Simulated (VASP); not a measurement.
AgB:

```
Ag B
1.0
     2.94002    0.00000    0.00000
     0.00000    2.94002    0.00000
     0.00000    0.00000    2.94002
Ag B
1 1
Cartesian
  0.0000 0.0000 0.0000
  1.4700 1.4700 1.4700
```

The cell was built by a generator and needn't be a form met in nature.

```yaml
Program: VASP 6.6.1
Task: relaxation of cell and atoms
Functional: PBE
Potentials_or_basis: VASP PAW PBE potentials, release 64 (Ag, B)
Cutoff: 600 eV
k_mesh: 6 × 6 × 6
Occupations: fermi-dirac, width 0.1 eV
Spin: no spin polarisation
```

At the start: pressure -3.5 GPa; volume 12.71 Å³/atom.

Q: Where does the relaxation end?

A: Over 3 steps the energy falls by 4.7 meV/atom and the volume is 12.29 Å³/atom (-3.2 %); space group Pm-3m (No. 221, to 0.05 Å).

Step by step:
```tsv
step	energy change (eV)	largest force (eV/Å)	pressure (GPa)	volume (Å³)
1	0.0000	0.0000	-3.54	25.41
2	-0.0089	0.0000	0.96	24.39
3	-0.0094	0.0000	0.01	24.59
```

Final structure:
```
CELL_PARAMETERS angstrom
2.90786 0.00000 0.00000
0.00000 2.90786 0.00000
0.00000 0.00000 2.90786
ATOMIC_POSITIONS crystal
Ag 0.00000 0.00000 0.00000
B 0.50000 0.50000 0.50000
```
